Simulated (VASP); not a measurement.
# CuPb (Fm-3m) in VASP: reference runs

Reference runs on CuPb: the cell as given.

All numbers are computed with VASP 6.6.1; they aren't measurements. Logs are shortened: lines on timing, memory, paths and dates and some standing lists are left out, and cuts for length are marked.

## 1. The crystal as given

Symmetry: Fm-3m, No. 225, cubic system. Conventional cell: a = 5.226 Å, b = 5.226 Å, c = 5.226 Å, α = 90.00°, β = 90.00°, γ = 90.00°. Cu (site symmetry m-3m) is surrounded by 6 Pb at 2.61 Å. Pb (site symmetry m-3m) is surrounded by 6 Cu at 2.61 Å.

The cell was built by a generator and needn't be a form met in nature.

## 2. Single point, PBE

File INCAR:

```
SYSTEM = CuPb
  ALGO = Normal
  EDIFF = 1E-7
  ENCUT = 520
  GGA = PE
  ISIF = 2
  ISMEAR = -1
  LASPH = .TRUE.
  LCHARG = .FALSE.
  LREAL = .FALSE.
  LWAVE = .FALSE.
  NBANDS = 20
  NELM = 100
  PREC = Accurate
  SIGMA = 0.05
```

File KPOINTS:

```
k-points
0
G
  9 9 9
  0 0 0
```

File POSCAR:

```
CuPb
1.0
    0.0000000000      2.6129065500      2.6129065500
    2.6129065500      0.0000000000      2.6129065500
    2.6129065500      2.6129065500      0.0000000000
Cu Pb
1 1
Direct
    0.0000000000      0.0000000000      0.0000000000
    0.5000000000      0.5000000000      0.5000000000
```

Potentials or basis: VASP PAW PBE potentials, release 64 (Cu, Pb_d).

Run with:

```bash
> cat potpaw_PBE.64/Cu/POTCAR potpaw_PBE.64/Pb_d/POTCAR > POTCAR
> mpirun -np 1 vasp_std > vasp.out
```

OUTCAR:

```text
SYSTEM = CuPb
   EDIFF = 1E-7
   ENCUT = 520
   GGA = PE
   ISIF = 2
   ISMEAR = -1
   LASPH = .TRUE.
   LREAL = .FALSE.
   NELM = 100
   PREC = Accurate

 ion  position               nearest neighbor table
   1  0.000  0.000  0.000-   2 2.61   2 2.61   2 2.61   2 2.61   2 2.61   2 2.61
   2  0.500  0.500  0.500-   1 2.61   1 2.61   1 2.61   1 2.61   1 2.61   1 2.61

  LATTYP: Found a face centered cubic cell.
 ALAT       =     5.2258131000

  Lattice vectors:

 A1 = (   0.0000000000,   2.6129065500,   2.6129065500)
 A2 = (   2.6129065500,   0.0000000000,   2.6129065500)
 A3 = (   2.6129065500,   2.6129065500,   0.0000000000)

Analysis of symmetry for initial positions (statically):
=====================================================================
 Subroutine PRICEL returns:
 Original cell was already a primitive cell.

 Routine SETGRP: Setting up the symmetry group for a
 face centered cubic supercell.

 Subroutine GETGRP returns: Found 48 space group operations
 (whereof 48 operations were pure point group operations)
 out of a pool of 48 trial point group operations.

The static configuration has the point symmetry O_h .

Analysis of symmetry for dynamics (positions and initial velocities):
=====================================================================
 Subroutine PRICEL returns:
 Original cell was already a primitive cell.

 Routine SETGRP: Setting up the symmetry group for a
 face centered cubic supercell.

 Subroutine GETGRP returns: Found 48 space group operations
 (whereof 48 operations were pure point group operations)
 out of a pool of 48 trial point group operations.

The dynamic configuration has the point symmetry O_h .

 Subroutine INISYM returns: Found 48 space group operations
 (whereof 48 operations are pure point group operations),
 and found     1 'primitive' translations

----------------------------------------------------------------------------------------

                                     Primitive cell

  volume of cell :      35.6781

  direct lattice vectors                    reciprocal lattice vectors
     0.000000000  2.612906550  2.612906550    -0.191357781  0.191357781  0.191357781
     2.612906550  0.000000000  2.612906550     0.191357781 -0.191357781  0.191357781
     2.612906550  2.612906550  0.000000000     0.191357781  0.191357781 -0.191357781

  length of vectors
     3.695207880  3.695207880  3.695207880     0.331441400  0.331441400  0.331441400

  position of ions in fractional coordinates (direct lattice)
     0.000000000  0.000000000  0.000000000
     0.500000000  0.500000000  0.500000000

  ion indices of the primitive-cell ions
   primitive index   ion index
                 1           1
                 2           2

----------------------------------------------------------------------------------------

 KPOINTS: k-points

Automatic generation of k-mesh.
 Grid dimensions read from file:
 generate k-points for:    9    9    9

 Generating k-lattice:

  Cartesian coordinates                     Fractional coordinates (reciprocal lattice)
    -0.021261976  0.021261976  0.021261976     0.111111111  0.000000000  0.000000000
     0.021261976 -0.021261976  0.021261976     0.000000000  0.111111111  0.000000000
     0.021261976  0.021261976 -0.021261976     0.000000000  0.000000000  0.111111111

  Length of vectors
     0.036826822  0.036826822  0.036826822

  Shift w.r.t. Gamma in fractional coordinates (k-lattice)
     0.000000000  0.000000000  0.000000000

 Subroutine IBZKPT returns following result:
 ===========================================

 Found     35 irreducible k-points:

 Following reciprocal coordinates:
            Coordinates               Weight
  0.000000  0.000000  0.000000      1.000000
  0.111111  0.000000  0.000000      8.000000
  0.222222  0.000000  0.000000      8.000000
  0.333333  0.000000  0.000000      8.000000
  0.444444  0.000000  0.000000      8.000000
  0.111111  0.111111  0.000000      6.000000
[... 16 lines left out ...]
 -0.333333  0.333333  0.000000     12.000000
  0.444444  0.444444  0.000000      6.000000
 [... further k-points ...]
   k-points           NKPTS =     35   k-points in BZ     NKDIM =     35   number of bands    NBANDS=     20
   number of dos      NEDOS =    301   number of ions     NIONS =      2
   total plane-waves  NPLWV =  21952
   dimension x,y,z NGX =    28 NGY =   28 NGZ =   28
   dimension x,y,z NGXF=    56 NGYF=   56 NGZF=   56
   ions per type =               1   1
   NGX,Y,Z   is equivalent  to a cutoff of  12.60, 12.60, 12.60 a.u.
   NGXF,Y,Z  is equivalent  to a cutoff of  25.19, 25.19, 25.19 a.u.
 SYSTEM =  CuPb
   PREC   = accura    normal or accurate (medium, high low for compatibility)
   ISTART =      0    job   : 0-new  1-cont  2-samecut
   ICHARG =      2    charge: 1-file 2-atom 10-const
   ISPIN  =      1    spin polarized calculation?
   LNONCOLLINEAR =      F non collinear calculations
   LSORBIT =      F    spin-orbit coupling
   LASPH  =      T    aspherical Exc in radial PAW
   ENCUT  =  520.0 eV  38.22 Ry    6.18 a.u.   6.87  6.87  6.87*2*pi/ulx,y,z
   NELM   =    100;   NELMIN=  2; NELMDL= -5     # of ELM steps
   EDIFF  = 0.1E-06   stopping-criterion for ELM
   LREAL  =      F    real-space projection
   EDIFFG = 0.1E-05   stopping-criterion for IOM
   NSW    =      0    number of steps for IOM
   IBRION =     -1    ionic relax: 0-MD 1-quasi-New 2-CG
   NFREE  =      0    steps in history (QN), initial steepest desc. (CG)
   ISIF   =      2    stress and relaxation
   ISYM   =      2    0-nonsym 1-usesym 2-fastsym
   POTIM  = 0.5000    time-step for ionic-motion
   TEBEG  =    0.0;   TEEND  =   0.0 temperature during run
   PSTRESS=    0.0 pullay stress
   NELECT =      25.0000    total number of electrons
   NUPDOWN=      -1.0000    fix difference up-down
   EMIN   =  10.00;   EMAX   =-10.00  energy-range for DOS
   EFERMI =   0.00;   METHOD = LEGACY
   ISMEAR =    -1;   SIGMA  =   0.05  broadening in eV -4-tet -1-fermi 0-gaus
   EFERMI_NEDOS =   21; number of points for ismear=-14 and -15
   IALGO  =     38    algorithm
   IMIX   =      4    mixing-type and parameters
     AMIX     =   0.40;   BMIX     =  1.00
     AMIX_MAG =   1.60;   BMIX_MAG =  1.00
  volume/ion in A,a.u.               =      17.84       120.38
  Fermi-wavevector in a.u.,A,eV,Ry     =   1.454078  2.747808 28.767370  2.114342
  Thomas-Fermi vector in A             =   2.571270
   LORBIT       =      0    0 simple, 1 ext, 2 COOP (PROOUT), +10 PAW based schemes
   GGA     = PE    functional components
   LHFCALC =     F    Hartree Fock is set to
   AEXX    =    0.0000 exact exchange contribution
   IVDW    =     0    specifies the selected vdW correction
   LEPSILON=     F    determine dielectric tensor
   LRPA    =     F    only Hartree local field effects (RPA)
 non-spin polarized calculation
  energy-cutoff  :      520.00
  volume of cell :       35.68
 maximum number of plane-waves:       969
   NGX = 13   NGY = 13   NGZ = 13

 number of electron      25.0000005 magnetization

 Free energy of the ion-electron system (eV)
  ---------------------------------------------------
  ext. energy  EPLUGINS =         0.00000000
  ---------------------------------------------------
  free energy    TOTEN  =        -6.13961868 eV

  energy without entropy =       -6.13461717  energy(sigma->0) =       -6.13711792

 E-fermi :   9.3571     XC(G=0): -11.7782

 val. band max:        9.2736636138   @ k =  -0.4444   0.4444   0.0000
 cond. band min:       9.4746068974   @ k =  -0.4444   0.3333   0.1111
 fundamental gap:      0.2009432836
 Fermi energy:         9.3570566244

 k-point     1 :       0.0000    0.0000    0.0000
  band No.  band energies     occupation
      1      -7.7493      2.00000
      2      -7.7493      2.00000
      3      -7.6973      2.00000
      4      -7.6973      2.00000
      5      -7.6973      2.00000
      6      -3.1888      2.00000
[... 12 lines left out ...]
     19      20.0488      0.00000
     20      20.0918      0.00000

 k-point     2 :       0.1111    0.0000    0.0000
  band No.  band energies     occupation
      1      -7.7473      2.00000
      2      -7.7473      2.00000
      3      -7.6957      2.00000
      4      -7.6806      2.00000
      5      -7.6806      2.00000
      6      -2.9731      2.00000
[... 12 lines left out ...]
     19      19.6646      0.00000
     20      20.3919      0.00000

 k-point     3 :       0.2222    0.0000    0.0000
  band No.  band energies     occupation
      1      -7.7501      2.00000
      2      -7.7501      2.00000
      3      -7.6937      2.00000
      4      -7.6296      2.00000
      5      -7.6296      2.00000
      6      -2.3294      2.00000
[... 12 lines left out ...]
     19      20.6251      0.00000
     20      21.3813      0.00000

 k-point     4 :       0.3333    0.0000    0.0000
  band No.  band energies     occupation
      1      -7.7570      2.00000
      2      -7.7570      2.00000
      3      -7.6948      2.00000
      4      -7.5669      2.00000
      5      -7.5669      2.00000
      6      -1.2946      2.00000
[... 12 lines left out ...]
     19      22.8873      0.00000
     20      22.8957      0.00000

 k-point     5 :       0.4444    0.0000    0.0000
  band No.  band energies     occupation
      1      -7.7620      2.00000
      2      -7.7620      2.00000
      3      -7.6971      2.00000
      4      -7.5248      2.00000
      5      -7.5248      2.00000
      6      -0.1086      2.00000
[... 12 lines left out ...]
     19      24.6275      0.00000
     20      24.6275      0.00000
[... 353 lines left out ...]
      6      -0.0084      2.00000
[... 12 lines left out ...]
     19      25.3405      0.00000
     20      25.9881      0.00000

 k-point    22 :      -0.4444    0.3333    0.0000
  band No.  band energies     occupation
      1      -7.8576      2.00000
      2      -7.7313      2.00000
      3      -7.6746      2.00000
      4      -7.5230      2.00000
      5      -7.4876      2.00000
      6       0.6580      2.00000
[... 12 lines left out ...]
     19      24.0897      0.00000
     20      24.5464      0.00000

 k-point    23 :      -0.3333    0.3333    0.0000
  band No.  band energies     occupation
      1      -7.8312      2.00000
      2      -7.6881      2.00000
      3      -7.6572      2.00000
      4      -7.5734      2.00000
      5      -7.5136      2.00000
      6       0.6846      2.00000
[... 12 lines left out ...]
     19      22.0142      0.00000
     20      22.4601      0.00000

 k-point    24 :       0.4444    0.4444    0.0000
  band No.  band energies     occupation
      1      -7.8985      2.00000
      2      -7.8093      2.00000
      3      -7.6549      2.00000
      4      -7.4678      2.00000
      5      -7.4678      2.00000
      6       0.4277      2.00000
[... 12 lines left out ...]
     19      24.7811      0.00000
     20      26.0320      0.00000

 [... further k-points ...]

------------------------ aborting loop because EDIFF is reached ----------------------------------------

  FORCE on cell =-STRESS in cart. coord.  units (eV):
  Direction    XX          YY          ZZ          XY          YZ          ZX
  --------------------------------------------------------------------------------------
  -------------------------------------------------------------------------------------
  Total        4.9432204      4.9432204      4.9432204     -0.0000000     -0.0000000      0.0000000
  in kB      221.9825967    221.9825967    221.9825967     -0.0000000     -0.0000000      0.0000000
  external PRESSURE =     221.9825967 kB  Pullay stress =       0.0000000 kB

 VOLUME and BASIS-vectors are now :
 -----------------------------------------------------------------------------
  energy-cutoff  :      520.00
  volume of cell :       35.68
      direct lattice vectors                 reciprocal lattice vectors
     0.000000000  2.612906550  2.612906550    -0.191357781  0.191357781  0.191357781
     2.612906550  0.000000000  2.612906550     0.191357781 -0.191357781  0.191357781
     2.612906550  2.612906550  0.000000000     0.191357781  0.191357781 -0.191357781

 POSITION                                       TOTAL-FORCE (eV/Angst)
 -----------------------------------------------------------------------------------
      0.00000      0.00000      0.00000         0.000000      0.000000     -0.000000
      2.61291      2.61291      2.61291        -0.000000     -0.000000      0.000000
 -----------------------------------------------------------------------------------
    total drift:                                0.000000      0.000000      0.000000

  FREE ENERGIE OF THE ION-ELECTRON SYSTEM (eV)
  ---------------------------------------------------
  free  energy   TOTEN  =        -6.1396186820 eV

  energy  without entropy=       -6.1346171673  energy(sigma->0) =       -6.13711792
```

It took 22 s on 1 thread of Intel Xeon Platinum 8375C at 2.90GHz (Ice Lake), shared host; peak memory 0.16 GiB.

What came out:

```
Free energy            : -6.1396 eV
Pressure               : 22.2 GPa
Band gap on the k mesh : none (metal or under the smearing width)
```

Caveat: so large a pressure means that the cell lies far from this level's equilibrium, or that cutoff or potentials fall short.
